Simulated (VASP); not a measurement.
# LiBe (P1) in VASP: reference runs

How does LiBe come out in PBE? The cell is run as given.

All numbers are computed with VASP 6.6.1; they aren't measurements. Logs are shortened: lines on timing, memory, paths and dates and some standing lists are left out, and cuts for length are marked.

### 1 The undisturbed crystal

The typed cell holds 4 atoms: a = 3.976 Å, b = 3.976 Å, c = 3.976 Å, α = 60.00°, β = 60.00°, γ = 60.00°.

The cell comes from a database or a generator and needn't be the stable form of this composition.

### 2 Single point, PBE (all atoms moved at random, sigma 0.05 Å a component)

File INCAR:

```
  ALGO = Normal
  EDIFF = 1E-7
  ENCUT = 520
  GGA = PE
  ISIF = 2
  ISMEAR = -1
  LASPH = True
  LCHARG = False
  LREAL = False
  LWAVE = False
  NBANDS = 13
  NELM = 100
  PREC = Accurate
  SIGMA = 0.05
```

File KPOINTS:

```
k-points
0
Gamma
  8 8 8
```

File POSCAR:

```
LiBe
1.0
   -2.8111530000      0.0000000000     -2.8111530000
    0.0000000000     -2.8111530000     -2.8111530000
   -2.8111530000     -2.8111530000      0.0000000000
Li Be
2 2
Direct
    0.4893451600      0.5241696000      0.4899630700
    0.0038243500      0.0036445700      0.0063338600
    0.2540265700      0.2372696100      0.2583183600
    0.7528039200      0.7349162200      0.7453847100
```

Potentials or basis: VASP PAW PBE potentials, release 64 (Li_sv, Be).

Launch:

```bash
$ cat potpaw_PBE.64/Li_sv/POTCAR potpaw_PBE.64/Be/POTCAR > POTCAR
$ mpirun -np 1 vasp_std > vasp.out
```

OUTCAR:

```text
EDIFF = 1E-7
   ENCUT = 520
   GGA = PE
   ISIF = 2
   ISMEAR = -1
   LASPH = True
   LREAL = False
   NELM = 100
   PREC = Accurate

 ion  position               nearest neighbor table
   1  0.489  0.524  0.490-   3 2.31   4 2.37   4 2.39   4 2.42   3 2.45   3 2.48
   2  0.004  0.004  0.006-   4 2.38   3 2.39   4 2.40   3 2.43   4 2.43   3 2.43   3 2.49
   3  0.254  0.237  0.258-   1 2.31   2 2.39   2 2.43   2 2.43   1 2.45   1 2.48   2 2.49
   4  0.753  0.735  0.745-   1 2.37   2 2.38   1 2.39   2 2.40   1 2.42   2 2.43

  LATTYP: Found a face centered cubic cell.
 ALAT       =     5.6223060000

  Lattice vectors:

 A1 = (  -2.8111530000,   0.0000000000,  -2.8111530000)
 A2 = (   0.0000000000,  -2.8111530000,  -2.8111530000)
 A3 = (  -2.8111530000,  -2.8111530000,   0.0000000000)

Analysis of symmetry for initial positions (statically):
=====================================================================
 Subroutine PRICEL returns:
 Original cell was already a primitive cell.

 Routine SETGRP: Setting up the symmetry group for a
 face centered cubic supercell.

 Subroutine GETGRP returns: Found  1 space group operations
 (whereof  1 operations were pure point group operations)
 out of a pool of 48 trial point group operations.

The static configuration has the point symmetry C_1 .

Analysis of symmetry for dynamics (positions and initial velocities):
=====================================================================
 Subroutine PRICEL returns:
 Original cell was already a primitive cell.

 Routine SETGRP: Setting up the symmetry group for a
 face centered cubic supercell.

 Subroutine GETGRP returns: Found  1 space group operations
 (whereof  1 operations were pure point group operations)
 out of a pool of 48 trial point group operations.

The dynamic configuration has the point symmetry C_1 .

 Subroutine INISYM returns: Found  1 space group operations
 (whereof  1 operations are pure point group operations),
 and found     1 'primitive' translations

----------------------------------------------------------------------------------------

                                     Primitive cell

  volume of cell :      44.4307

  direct lattice vectors                    reciprocal lattice vectors
    -2.811153000  0.000000000 -2.811153000    -0.177862962  0.177862962 -0.177862962
     0.000000000 -2.811153000 -2.811153000     0.177862962 -0.177862962 -0.177862962
    -2.811153000 -2.811153000  0.000000000    -0.177862962 -0.177862962  0.177862962

  length of vectors
     3.975570699  3.975570699  3.975570699     0.308067687  0.308067687  0.308067687

  position of ions in fractional coordinates (direct lattice)
     0.489345160  0.524169600  0.489963070
     0.003824350  0.003644570  0.006333860
     0.254026570  0.237269610  0.258318360
     0.752803920  0.734916220  0.745384710

  ion indices of the primitive-cell ions
   primitive index   ion index
                 1           1
                 2           2
                 3           3
                 4           4

----------------------------------------------------------------------------------------

 KPOINTS: k-points

Automatic generation of k-mesh.
 Grid dimensions read from file:
 generate k-points for:    8    8    8

 Generating k-lattice:

  Cartesian coordinates                     Fractional coordinates (reciprocal lattice)
    -0.022232870  0.022232870 -0.022232870     0.125000000  0.000000000  0.000000000
     0.022232870 -0.022232870 -0.022232870     0.000000000  0.125000000  0.000000000
    -0.022232870 -0.022232870  0.022232870     0.000000000  0.000000000  0.125000000

  Length of vectors
     0.038508461  0.038508461  0.038508461

  Shift w.r.t. Gamma in fractional coordinates (k-lattice)
     0.000000000  0.000000000  0.000000000

 Subroutine IBZKPT returns following result:
 ===========================================

 Found    260 irreducible k-points:

 Following reciprocal coordinates:
            Coordinates               Weight
  0.000000  0.000000  0.000000      1.000000
  0.125000  0.000000  0.000000      2.000000
  0.000000  0.125000  0.000000      2.000000
  0.000000  0.000000  0.125000      2.000000
  0.125000  0.125000  0.125000      2.000000
  0.250000  0.000000  0.000000      2.000000
[... 16 lines left out ...]
  0.125000  0.000000  0.250000      2.000000
  0.125000  0.125000 -0.125000      2.000000
 [... further k-points ...]
   k-points           NKPTS =    260   k-points in BZ     NKDIM =    260   number of bands    NBANDS=     13
   number of dos      NEDOS =    301   number of ions     NIONS =      4
   total plane-waves  NPLWV =  27000
   dimension x,y,z NGX =    30 NGY =   30 NGZ =   30
   dimension x,y,z NGXF=    60 NGYF=   60 NGZF=   60
   ions per type =               2   2
   NGX,Y,Z   is equivalent  to a cutoff of  12.55, 12.55, 12.55 a.u.
   NGXF,Y,Z  is equivalent  to a cutoff of  25.09, 25.09, 25.09 a.u.
 SYSTEM =  unknown system
   PREC   = accura    normal or accurate (medium, high low for compatibility)
   ISTART =      0    job   : 0-new  1-cont  2-samecut
   ICHARG =      2    charge: 1-file 2-atom 10-const
   ISPIN  =      1    spin polarized calculation?
   LNONCOLLINEAR =      F non collinear calculations
   LSORBIT =      F    spin-orbit coupling
   LASPH  =      T    aspherical Exc in radial PAW
   ENCUT  =  520.0 eV  38.22 Ry    6.18 a.u.   7.39  7.39  7.39*2*pi/ulx,y,z
   NELM   =    100;   NELMIN=  2; NELMDL= -5     # of ELM steps
   EDIFF  = 0.1E-06   stopping-criterion for ELM
   LREAL  =      F    real-space projection
   EDIFFG = 0.1E-05   stopping-criterion for IOM
   NSW    =      0    number of steps for IOM
   IBRION =     -1    ionic relax: 0-MD 1-quasi-New 2-CG
   NFREE  =      0    steps in history (QN), initial steepest desc. (CG)
   ISIF   =      2    stress and relaxation
   ISYM   =      2    0-nonsym 1-usesym 2-fastsym
   POTIM  = 0.5000    time-step for ionic-motion
   TEBEG  =    0.0;   TEEND  =   0.0 temperature during run
   PSTRESS=    0.0 pullay stress
   NELECT =      10.0000    total number of electrons
   NUPDOWN=      -1.0000    fix difference up-down
   EMIN   =  10.00;   EMAX   =-10.00  energy-range for DOS
   EFERMI =   0.00;   METHOD = LEGACY
   ISMEAR =    -1;   SIGMA  =   0.05  broadening in eV -4-tet -1-fermi 0-gaus
   EFERMI_NEDOS =   21; number of points for ismear=-14 and -15
   IALGO  =     38    algorithm
   IMIX   =      4    mixing-type and parameters
     AMIX     =   0.40;   BMIX     =  1.00
     AMIX_MAG =   1.60;   BMIX_MAG =  1.00
  volume/ion in A,a.u.               =      11.11        74.96
  Fermi-wavevector in a.u.,A,eV,Ry     =   0.995819  1.881825 13.492288  0.991655
  Thomas-Fermi vector in A             =   2.127865
   LORBIT       =      0    0 simple, 1 ext, 2 COOP (PROOUT), +10 PAW based schemes
   GGA     = PE    functional components
   LHFCALC =     F    Hartree Fock is set to
   AEXX    =    0.0000 exact exchange contribution
   IVDW    =     0    specifies the selected vdW correction
   LEPSILON=     F    determine dielectric tensor
   LRPA    =     F    only Hartree local field effects (RPA)
 non-spin polarized calculation
  energy-cutoff  :      520.00
  volume of cell :       44.43
 maximum number of plane-waves:      1243
 NGX is ok and might be reduce to    30
   NGX = 15   NGY = 15   NGZ = 15

 number of electron      10.0000000 magnetization

 number of electron       9.9999998 magnetization

 Free energy of the ion-electron system (eV)
  ---------------------------------------------------
  ext. energy  EPLUGINS =         0.00000000
  ---------------------------------------------------
  free energy    TOTEN  =        -9.85289941 eV

  energy without entropy =       -9.84870320  energy(sigma->0) =       -9.85080131

 E-fermi :   2.8497     XC(G=0):  -9.1516

 val. band max:        2.7479768527   @ k =   0.1250   0.5000  -0.1250
 cond. band min:       2.9182892664   @ k =   0.2500   0.2500   0.0000
 fundamental gap:      0.1703124136
 Fermi energy:         2.8497135393

 k-point     1 :       0.0000    0.0000    0.0000
  band No.  band energies     occupation
      1     -41.7621      2.00000
      2     -41.7064      2.00000
      3      -3.5984      2.00000
      4       5.2463      0.00000
      5       5.2765      0.00000
      6       5.2903      0.00000
      7       7.8969      0.00000
      8       7.9096      0.00000
      9       7.9742      0.00000
     10       9.0960      0.00000
     11       9.1026      0.00000
     12       9.1215      0.00000
     13       9.7470      0.00000

 k-point     2 :       0.1250    0.0000    0.0000
  band No.  band energies     occupation
      1     -41.7598      2.00000
      2     -41.7082      2.00000
      3      -3.4479      2.00000
      4       3.9001      0.00000
      5       5.0433      0.00000
      6       5.0572      0.00000
      7       8.2595      0.00000
      8       8.2752      0.00000
      9       8.5460      0.00000
     10       8.6187      0.00000
     11       9.0739      0.00000
     12       9.2142      0.00000
     13      10.3965      0.00000

 k-point     3 :       0.0000    0.1250    0.0000
  band No.  band energies     occupation
      1     -41.7598      2.00000
      2     -41.7082      2.00000
      3      -3.4479      2.00000
      4       3.8922      0.00000
      5       5.0505      0.00000
      6       5.0599      0.00000
      7       8.2537      0.00000
      8       8.2813      0.00000
      9       8.5999      0.00000
     10       8.6165      0.00000
     11       9.0098      0.00000
     12       9.2137      0.00000
     13      10.4057      0.00000
[... 305 lines left out ...]
 k-point    23 :       0.1250    0.0000    0.2500
  band No.  band energies     occupation
      1     -41.7545      2.00000
      2     -41.7128      2.00000
      3      -3.0461      2.00000
      4       2.6461      1.96650
      5       3.6678      0.00000
      6       5.3144      0.00000
      7       5.7753      0.00000
      8       8.5805      0.00000
      9       8.8608      0.00000
     10       9.6199      0.00000
     11      10.0739      0.00000
     12      11.1103      0.00000
     13      12.2069      0.00000

 k-point    24 :       0.1250    0.1250   -0.1250
  band No.  band energies     occupation
      1     -41.7546      2.00000
      2     -41.7127      2.00000
      3      -3.0462      2.00000
      4       2.6464      1.96633
      5       3.6635      0.00000
      6       5.3369      0.00000
      7       5.7616      0.00000
      8       8.5559      0.00000
      9       8.8534      0.00000
     10       9.6566      0.00000
     11      10.0818      0.00000
     12      11.1002      0.00000
     13      12.1870      0.00000

 [... further k-points ...]

------------------------ aborting loop because EDIFF is reached ----------------------------------------

  FORCE on cell =-STRESS in cart. coord.  units (eV):
  Direction    XX          YY          ZZ          XY          YZ          ZX
  --------------------------------------------------------------------------------------
  -------------------------------------------------------------------------------------
  Total        0.1445356      0.0958616      0.1127635     -0.0271130      0.0644955     -0.0297905
  in kB        5.2119694      3.4567821      4.0662648     -0.9776984      2.3257150     -1.0742484
  external PRESSURE =       4.2450054 kB  Pullay stress =       0.0000000 kB

 VOLUME and BASIS-vectors are now :
 -----------------------------------------------------------------------------
  energy-cutoff  :      520.00
  volume of cell :       44.43
      direct lattice vectors                 reciprocal lattice vectors
    -2.811153000  0.000000000 -2.811153000    -0.177862962  0.177862962 -0.177862962
     0.000000000 -2.811153000 -2.811153000     0.177862962 -0.177862962 -0.177862962
    -2.811153000 -2.811153000  0.000000000    -0.177862962 -0.177862962  0.177862962

 POSITION                                       TOTAL-FORCE (eV/Angst)
 -----------------------------------------------------------------------------------
     -2.75299     -2.85088     -2.84915        -0.393701      0.351474      0.319545
     -0.02856     -0.02805     -0.02100         0.131717      0.254124      0.194711
     -1.44028     -1.39317     -1.38111         0.188934     -0.277240     -0.274436
     -4.21164     -4.16135     -4.18221         0.073049     -0.328358     -0.239820
 -----------------------------------------------------------------------------------
    total drift:                                0.000121     -0.000076     -0.000001

  FREE ENERGIE OF THE ION-ELECTRON SYSTEM (eV)
  ---------------------------------------------------
  free  energy   TOTEN  =        -9.8528994073 eV

  energy  without entropy=       -9.8487032029  energy(sigma->0) =       -9.85080131
```

Run time: 62 s. Hardware: 1 thread of Intel Xeon 6975P-C (Granite Rapids), shared host; peak memory 0.25 GiB.

Results:

```yaml
Free_energy: -9.8529 eV
Largest_force: 0.617 eV/Å
Band_gap_on_the_k_mesh: none (metal or under the smearing width)
```

Forces in eV/Å, atoms in the order of the input:
```
Li  -0.394  0.351  0.320
Li   0.132  0.254  0.195
Be   0.189 -0.277 -0.274
Be   0.073 -0.328 -0.240
```

Caveat: the cutoff is under 1.25 times the usual one of these potentials, so pressure, stress and relaxed cells hold a basis-set (Pulay) error.
